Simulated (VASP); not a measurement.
## Hf: accuracy against cost in the plane-wave cutoff and SCF solver

A convergence test on Hf: the plane-wave cutoff and SCF solver. The series runs use r2SCAN. The plane-wave cutoff tried: ENCUT = 130; ENCUT = 170; ENCUT = 200; ENCUT = 220; ENCUT = 250; ENCUT = 290; ENCUT = 350; ENCUT = 440. The SCF solver tried: ALGO = Normal; ALGO = Fast; ALGO = VeryFast; ALGO = All; ALGO = Damped; AMIX = 0.1, BMIX = 0.01; AMIX = 0.8; IMIX = 1, AMIX = 0.2. This is not the structure that Hf takes at ambient conditions. The start is a cell from a database of measured crystal structures.

Main program and level: VASP 6.6.1; r2SCAN; plane waves and PAW (Hf_pv).

Report form: the programs' logs are mostly left out.

## (1) Set-up

It takes space group Im-3m (No. 229, cubic). The conventional cell has a = 3.610 Å, b = 3.610 Å, c = 3.610 Å, α = 90.00°, β = 90.00°, γ = 90.00°. Hf has 8 Hf at 3.13 Å nearest.

Structure file:

```
Hf
1.0
    -1.80500    1.80500    1.80500
     1.80500   -1.80500    1.80500
     1.80500    1.80500   -1.80500
Hf
1
Direct
  0.00000 0.00000 0.00000
```

## (2) Plane-wave cutoff: ENCUT = 130

The basis grows with ENCUT, and energy and stress both move with it. r2SCAN adds the kinetic-energy density, costs more than a GGA and is run with LASPH.

Input file INCAR:

```
SYSTEM = Hf
PREC = Accurate
ENCUT = 130
EDIFF = 1E-06
NELM = 100
ISMEAR = -1
SIGMA = 0.05
LREAL = .FALSE.
ALGO = Normal
METAGGA = R2SCAN
LASPH = .TRUE.
NBANDS = 11
LORBIT = 11
LWAVE = .FALSE.
LCHARG = .FALSE.
KPAR = 2
ISIF = 2
```

Input file POSCAR:

```
Hf
1.0
   -1.8050000000      1.8050000000      1.8050000000
    1.8050000000     -1.8050000000      1.8050000000
    1.8050000000      1.8050000000     -1.8050000000
Hf
1
Direct
    0.0000000000      0.0000000000      0.0000000000
```

Input file KPOINTS:

```
Automatic mesh
0
Gamma
9 9 9
0 0 0
```

PAW data sets: Hf_pv (PBE family, release 64).

Launch:

```
$ mpirun -np 2 vasp_std
```

The job ended after 15 s (2 MPI ranks of AMD EPYC 7R43, shared host; peak memory 0.13 GiB).

The k-mesh is coarse for a metal. Harder data sets than Hf_pv exist (the GW ones), and pressures, volumes and forces can shift noticeably with them. The PAW data sets were made with PBE, which is usual practice but a small mismatch for other functionals.

Numbers from this step:

- SCF cycles: 13
- electrons: 10
- bands: 11
- irreducible k-points: 35
- symmetry operations: 48
- free energy (TOTEN): -44.32 eV
- energy at zero smearing: -44.31 eV
- Fermi energy: 4.592 eV
- pressure: -83.85 GPa
- metallic: yes

The series starts at -44.3095 eV an atom and -83.85 GPa, after 13 cycles in 15 s.

## (3) Plane-wave cutoff: ENCUT = 170

INCAR, as its differences from that of step 2:

```diff
@@ -2,3 +2,3 @@
 PREC = Accurate
-ENCUT = 130
+ENCUT = 170
 EDIFF = 1E-06
```

POSCAR is that of step 2.

KPOINTS is that of step 2.

Launch:

```
$ mpirun -np 2 vasp_std
```

Wall time 11 s (2 MPI ranks); peak memory 0.15 GiB; 20 s of CPU time.

Against the run before the energy moves by -458.02 meV an atom and the pressure by +64.04 GPa, after 12 cycles in 11 s.

## (4) Plane-wave cutoff: ENCUT = 200

INCAR, as its differences from that of step 3:

```diff
@@ -2,3 +2,3 @@
 PREC = Accurate
-ENCUT = 170
+ENCUT = 200
 EDIFF = 1E-06
```

POSCAR is that of step 3.

KPOINTS is that of step 3.

Launch:

```
$ mpirun -np 2 vasp_std
```

Elapsed: 12 s, on 2 MPI ranks; peak memory 0.14 GiB; 23 s of CPU time.

Against the run before the energy moves by -95.72 meV an atom and the pressure by +11.02 GPa, after 14 cycles in 12 s.

## (5) Plane-wave cutoff: ENCUT = 220

INCAR, as its differences from that of step 4:

```diff
@@ -2,3 +2,3 @@
 PREC = Accurate
-ENCUT = 200
+ENCUT = 220
 EDIFF = 1E-06
```

POSCAR is that of step 4.

KPOINTS is that of step 4.

Launch:

```
$ mpirun -np 2 vasp_std
```

It took 14 s on 2 MPI ranks; peak memory 0.15 GiB.

Against the run before the energy moves by -28.25 meV an atom and the pressure by +2.05 GPa, after 15 cycles in 14 s.

## (6) Plane-wave cutoff: ENCUT = 250

INCAR, as its differences from that of step 5:

```diff
@@ -2,3 +2,3 @@
 PREC = Accurate
-ENCUT = 220
+ENCUT = 250
 EDIFF = 1E-06
```

POSCAR is that of step 5.

KPOINTS is that of step 5.

Launch:

```
$ mpirun -np 2 vasp_std
```

The job ended after 14 s (2 MPI ranks; peak memory 0.15 GiB).

Against the run before the energy moves by -15.91 meV an atom and the pressure by +0.84 GPa, after 15 cycles in 14 s.

## (7) Plane-wave cutoff: ENCUT = 290

INCAR, as its differences from that of step 6:

```diff
@@ -2,3 +2,3 @@
 PREC = Accurate
-ENCUT = 250
+ENCUT = 290
 EDIFF = 1E-06
```

POSCAR is that of step 6.

KPOINTS is that of step 6.

Launch:

```
$ mpirun -np 2 vasp_std
```

It took 23 s on 2 MPI ranks; peak memory 0.17 GiB.

Against the run before the energy moves by +0.02 meV an atom and the pressure by +0.31 GPa, after 12 cycles in 23 s.

## (8) Plane-wave cutoff: ENCUT = 350

INCAR, as its differences from that of step 7:

```diff
@@ -2,3 +2,3 @@
 PREC = Accurate
-ENCUT = 290
+ENCUT = 350
 EDIFF = 1E-06
```

POSCAR is that of step 7.

KPOINTS is that of step 7.

Launch:

```
$ mpirun -np 2 vasp_std
```

Elapsed: 17 s, on 2 MPI ranks; peak memory 0.18 GiB; 32 s of CPU time.

Against the run before the energy moves by +1.08 meV an atom and the pressure by +0.16 GPa, after 12 cycles in 17 s.

## (9) Plane-wave cutoff: ENCUT = 440

INCAR, as its differences from that of step 8:

```diff
@@ -2,3 +2,3 @@
 PREC = Accurate
-ENCUT = 350
+ENCUT = 440
 EDIFF = 1E-06
```

POSCAR is that of step 8.

KPOINTS is that of step 8.

Launch:

```
$ mpirun -np 2 vasp_std
```

The job ended after 25 s (2 MPI ranks; peak memory 0.21 GiB; 48 s of CPU time).

Against the run before the energy moves by -0.70 meV an atom and the pressure by +0.04 GPa, after 12 cycles in 25 s.

## (10) The plane-wave cutoff series as a table

This step: convergence of r2SCAN results with the cutoff; plane waves and PAW (VASP 6.6.1).

This step runs nothing: it gathers the runs above.

Differences are taken from the run with ENCUT = 440. Results of the series, by row:

| setting | status | energy less the reference (meV/atom) | pressure (GPa) | SCF cycles | wall time (s) |
| --- | --- | --- | --- | --- | --- |
| ENCUT = 130 | converged | 597.5 | -83.85 | 13 | 15.4 |
| ENCUT = 170 | converged | 139.5 | -19.81 | 12 | 10.6 |
| ENCUT = 200 | converged | 43.75 | -8.793 | 14 | 12.4 |
| ENCUT = 220 | converged | 15.5 | -6.741 | 15 | 13.8 |
| ENCUT = 250 | converged | -0.4054 | -5.904 | 15 | 14.4 |
| ENCUT = 290 | converged | -0.3839 | -5.594 | 12 | 23 |
| ENCUT = 350 | converged | 0.6988 | -5.43 | 12 | 16.6 |
| ENCUT = 440 | converged | 0 | -5.389 | 12 | 25 |

## (11) SCF solver: ALGO = Normal

This step: r2SCAN; plane waves and PAW (Hf_pv) (VASP 6.6.1).

All solvers should reach one answer; they differ in cycles and robustness.

INCAR, as its differences from that of step 9:

```diff
@@ -2,3 +2,3 @@
 PREC = Accurate
-ENCUT = 440
+ENCUT = 400
 EDIFF = 1E-06
```

POSCAR is that of step 9.

KPOINTS is that of step 9.

Launch:

```
$ mpirun -np 2 vasp_std
```

The job ended after 20 s (2 MPI ranks; peak memory 0.18 GiB; 38 s of CPU time).

This step gave:

```yaml
pressure: -5.419 GPa
```

The series starts at -44.9068 eV an atom and -5.42 GPa, after 12 cycles in 20 s.

## (12) SCF solver: ALGO = Fast

INCAR, as its differences from that of step 11:

```diff
@@ -8,3 +8,3 @@
 LREAL = .FALSE.
-ALGO = Normal
+ALGO = Fast
 METAGGA = R2SCAN
```

POSCAR is that of step 11.

KPOINTS is that of step 11.

Launch:

```
$ mpirun -np 2 vasp_std
```

The job ended after 37 s (2 MPI ranks; peak memory 0.18 GiB; 72 s of CPU time).

Against the first of the series the energy stays within 0.01 meV an atom; the pressure moves by +0.04 GPa, after 14 cycles in 37 s.

## (13) SCF solver: ALGO = VeryFast

INCAR, as its differences from that of step 12:

```diff
@@ -8,3 +8,3 @@
 LREAL = .FALSE.
-ALGO = Fast
+ALGO = VeryFast
 METAGGA = R2SCAN
```

POSCAR is that of step 12.

KPOINTS is that of step 12.

Launch:

```
$ mpirun -np 2 vasp_std
```

Run time: 54 s. Hardware: 2 MPI ranks; peak memory 0.18 GiB.

Against the first of the series the energy stays within 0.01 meV an atom; the pressure moves by +0.01 GPa, after 20 cycles in 54 s.

## (14) SCF solver: ALGO = All

INCAR, as its differences from that of step 13:

```diff
@@ -8,3 +8,3 @@
 LREAL = .FALSE.
-ALGO = VeryFast
+ALGO = All
 METAGGA = R2SCAN
```

POSCAR is that of step 13.

KPOINTS is that of step 13.

Launch:

```
$ mpirun -np 2 vasp_std
```

Wall time 40 s (2 MPI ranks); peak memory 0.18 GiB.

Against the first of the series the energy stays within 0.01 meV an atom; the pressure moves by +0.03 GPa, after 15 cycles in 40 s.

## (15) SCF solver: ALGO = Damped

INCAR, as its differences from that of step 14:

```diff
@@ -8,3 +8,3 @@
 LREAL = .FALSE.
-ALGO = All
+ALGO = Damped
 METAGGA = R2SCAN
```

POSCAR is that of step 14.

KPOINTS is that of step 14.

Launch:

```
$ mpirun -np 2 vasp_std
```

It took 43 s on 2 MPI ranks; peak memory 0.18 GiB.

Against the first of the series the energy stays within 0.01 meV an atom; the pressure moves by +0.03 GPa, after 20 cycles in 43 s.

## (16) SCF solver: AMIX = 0.1, BMIX = 0.01

INCAR, as its differences from that of step 15:

```diff
@@ -8,3 +8,3 @@
 LREAL = .FALSE.
-ALGO = Damped
+ALGO = Normal
 METAGGA = R2SCAN
@@ -17 +17,3 @@
 ISIF = 2
+AMIX = 0.1
+BMIX = 0.01
```

POSCAR is that of step 15.

KPOINTS is that of step 15.

Launch:

```
$ mpirun -np 2 vasp_std
```

Run time: 32 s. Hardware: 2 MPI ranks; peak memory 0.18 GiB.

Against the first of the series the energy stays within 0.01 meV an atom; the pressure moves by +0.03 GPa, after 13 cycles in 32 s.

## (17) SCF solver: AMIX = 0.8

INCAR, as its differences from that of step 16:

```diff
@@ -17,3 +17,2 @@
 ISIF = 2
-AMIX = 0.1
-BMIX = 0.01
+AMIX = 0.8
```

POSCAR is that of step 16.

KPOINTS is that of step 16.

Launch:

```
$ mpirun -np 2 vasp_std
```

The job ended after 28 s (2 MPI ranks; peak memory 0.18 GiB).

Against the first of the series the energy stays within 0.01 meV an atom; the pressure moves by +0.03 GPa, after 12 cycles in 28 s.

## (18) SCF solver: IMIX = 1, AMIX = 0.2

INCAR, as its differences from that of step 17:

```diff
@@ -17,2 +17,3 @@
 ISIF = 2
-AMIX = 0.8
+IMIX = 1
+AMIX = 0.2
```

POSCAR is that of step 17.

KPOINTS is that of step 17.

Launch:

```
$ mpirun -np 2 vasp_std
```

It took 74 s on 2 MPI ranks; peak memory 0.16 GiB; 2.4 min of CPU time.

Against the first of the series the energy stays within 0.01 meV an atom; the pressure moves by +0.02 GPa, after 35 cycles in 74 s.

## (19) The SCF solver series as a table

This step: convergence of r2SCAN results with the solver; plane waves and PAW (VASP 6.6.1).

No new run; the numbers come from the runs before.

Differences are taken from the run with ALGO = Normal. Results of the series, by row:

| setting | status | energy less the reference (meV/atom) | pressure (GPa) | SCF cycles | wall time (s) |
| --- | --- | --- | --- | --- | --- |
| ALGO = Normal | converged | 0 | -5.419 | 12 | 19.8 |
| ALGO = Fast | converged | 0.00366 | -5.375 | 14 | 37 |
| ALGO = VeryFast | converged | 0.00109 | -5.407 | 20 | 54 |
| ALGO = All | converged | 0.00494 | -5.391 | 15 | 40 |
| ALGO = Damped | converged | 0.00175 | -5.387 | 20 | 43 |
| AMIX = 0.1, BMIX = 0.01 | converged | 0.00202 | -5.392 | 13 | 32 |
| AMIX = 0.8 | converged | 0.00231 | -5.39 | 12 | 28 |
| IMIX = 1, AMIX = 0.2 | converged | 0.0033 | -5.398 | 35 | 74 |

## (20) What came out

| Quantity | Value |
| --- | --- |
| plane-wave cutoff from which the energy stays within 10 meV/atom of the reference | ENCUT = 250 |
| plane-wave cutoff from which the energy stays within 1 meV/atom of the reference | ENCUT = 250 |
| plane-wave cutoff from which the pressure stays within 0.2 GPa of the reference | ENCUT = 350 |
| spread of the pressure over the plane-wave cutoff | 78.5 GPa |
| spread of the energy over the plane-wave cutoff | 598 meV/atom |
| fewest SCF cycles | ALGO = Normal; AMIX = 0.8 (12) |
| most SCF cycles among converged runs | IMIX = 1, AMIX = 0.2 (35) |
| spread of the pressure over the SCF solver | 0.0440 GPa |
| spread of the energy over the SCF solver | 0.00494 meV/atom |

From ENCUT = 250 on, the energy stays within 1 meV an atom of the reference, at 58 % of its time. The pressure holds within 0.2 GPa from ENCUT = 350 on. These cutoffs are 0.6 to 2 times the default of the data sets, about 220 eV; at the default the run is off by +15.5 meV an atom, -1.35 GPa, and at 1.3 times by -0.4 meV an atom, -0.20 GPa. Energy differences between like cells converge faster than these totals. All SCF solvers that converged agree within 0.05 meV an atom. No setting beats the 20 s of ALGO = Normal by a fifth or more; the slowest converged run is IMIX = 1, AMIX = 0.2, at 74 s. On a shared host such times are rough. Differences are taken from the run with ENCUT = 440, which is itself not the exact limit. Forces vanish by symmetry in this cell, so the series can't test them. The runs at ENCUT = 130; ENCUT = 170; ENCUT = 200 are over 30 meV an atom or 2 GPa off and describe the material poorly.

[Lines on the potential files, build, host, timing and source positions are cut from VASP's logs without a mark.]

[Logs are printed without paths, hosts, clocks, repeated set-up lines and the standing remarks that a program may print on its own settings, such as how far it seeks lower states.]

[Hosts, paths, dates, database ids (printed as entryN), source tags and the programs' standing remarks are cut or masked in the printed files.]

[A measured line is paired with the nearest computed mode of its activity, which favours agreement.]
